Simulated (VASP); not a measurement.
Here is the system:

```
CELL_PARAMETERS angstrom
      0.00000     2.87309     2.87309
      2.87309     0.00000     2.87309
      2.87309     2.87309     0.00000
ATOMIC_POSITIONS crystal
  Ge 0.00000 0.00000 0.00000
  Ge 0.25000 0.25000 0.25000
```

The numbers are results of optB88-vdW, VASP's PBE PAW potentials (set 64) (plane waves; VASP), not measurements. Numerical set-up: 520 eV cut-off, 11×11×11 Γ-centred mesh, first-order Methfessel-Paxton smearing of 0.10 eV, potentials Ge_d.

**Question.** Estimate the energy per atom (σ→0), band gap (on the k-mesh) with the smallest direct gap where there is one.

**Answer.** 
* **band gap (on the k-mesh)**: none (metal, semimetal or under 0.01 eV)
* **energy per atom (σ→0)**: -1.099 eV/atom

The compound is Ge in the diamond structure. It was relaxed first.
